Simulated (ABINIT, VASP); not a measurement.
This is a calculation of Si2Cl for VASP 6.6.1. The cell comes from a database or a generator and needn't be the stable form of this composition.

File INCAR:

```
SYSTEM = Si2Cl
PREC = Accurate
ENCUT = 520
EDIFF = 1E-7
ISMEAR = -1
SIGMA = 0.05
LREAL = .False.
LASPH = .True.
NELM = 60
ALGO = Normal
ISIF = 2
LWAVE = .False.
LCHARG = .False.
GGA = PE
NBANDS = 14
```

KPOINTS

```
regular mesh
0
Gamma
  8 8 8
  0 0 0
```

Contents of POSCAR:

```
Si2Cl
1.0
    1.9403900000      1.1202900000      5.5003700000
   -1.9403900000      1.1202900000      5.5003700000
    0.0000000000     -2.2405700000      5.5003700000
Si Cl
2 1
Direct
    0.1457800000      0.1457800000      0.1457800000
    0.8542200000      0.8542200000      0.8542200000
    0.0000000000      0.0000000000      0.0000000000
```

Potentials or basis: VASP PAW PBE potentials, release 64 (Si, Cl).

Command:

```console
$ cat potpaw_PBE.64/Si/POTCAR potpaw_PBE.64/Cl/POTCAR > POTCAR
$ mpirun -np 1 vasp_std > vasp.out
```

Task: Set up the same calculation for ABINIT 10.8.3 (patched build). Potentials or basis there: JTH PAW PBE v2.0, cutoff 680 eV.

Result: As run (cutoffs and basis follow the program's own potentials, and thresholds, step limits or extra output files can differ):

run.abi

```
# Pseudopotentials
pp_dirpath "./"
pseudos "Si.GGA_PBE-JTH.xml, Cl.GGA_PBE-JTH.xml"

# Structure
acell 5.9392114942 5.9392114942 5.9392107272 Angstrom
rprim
     0.3267083521     0.1886260493     0.9261111522
    -0.3267083521     0.1886260493     0.9261111522
     0.0000000000    -0.3772504636     0.9261112718
ntypat 2
znucl 14 17
natom 3
typat 1 1 2
xred
     0.1457800000     0.1457800000     0.1457800000
     0.8542200000     0.8542200000     0.8542200000
     0.0000000000     0.0000000000     0.0000000000

# Plane-wave basis
ecut 25.0
pawecutdg 47.0
pawxcdev 0

# k points
kptopt 1
ngkpt 8 8 8
nshiftk 1
shiftk 0.0 0.0 0.0

# Exchange and correlation
ixc 11

# Bands and occupations
nband 12
occopt 3
tsmear 0.00183747

# SCF cycle
nstep 100
tolvrs 1.0e-9

# Output
iomode 3
prtwf 0
prtden 0
prteig 0
prtebands 0
enunit 1
```

Potentials or basis: JTH PAW PBE v2.0.

Command:

```bash
$ abinit run.abi > log 2>&1
```

Both were run:

|  | VASP | ABINIT |
| --- | --- | --- |
| Pressure | -0.1 GPa | -0.1 GPa |

Pressure is positive in compression.
